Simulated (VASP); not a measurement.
Input:

```
WTe
1.0
    3.30198     0.00000     0.00000
    0.00000     3.30198     0.00000
    0.00000     0.00000     3.30198
W Te
1 1
Cartesian
  0.00000   0.00000   0.00000
  1.65099   1.65099   1.65099
```

Level of theory: PBEsol GGA, VASP's PBE PAW potentials (set 64) (plane waves; VASP 6.6.1). Run with 400 eV cut-off, 12×12×12 Γ-centred mesh, tetrahedra with Blöchl corrections, potentials W_sv Te.

Unless said otherwise, spin-orbit coupling is left out, though it shifts the bands of the heavy elements here.

Question: Predict the energy per atom (σ→0), band gap (on the k-mesh) with the smallest direct gap where there is one.

Answer: 
| Item | Value |
|---|---|
| band gap (on the k-mesh) | none (metal, semimetal or under 0.01 eV) |
| energy per atom (σ→0) | -7.990 eV/atom |

Total energies compare only between runs with the same potentials, cut-off and functional.

The structure was generated: WTe was put into the CsCl type type (Pm-3m), which need not be its known phase. It was relaxed first, which changed the volume by -39 %.
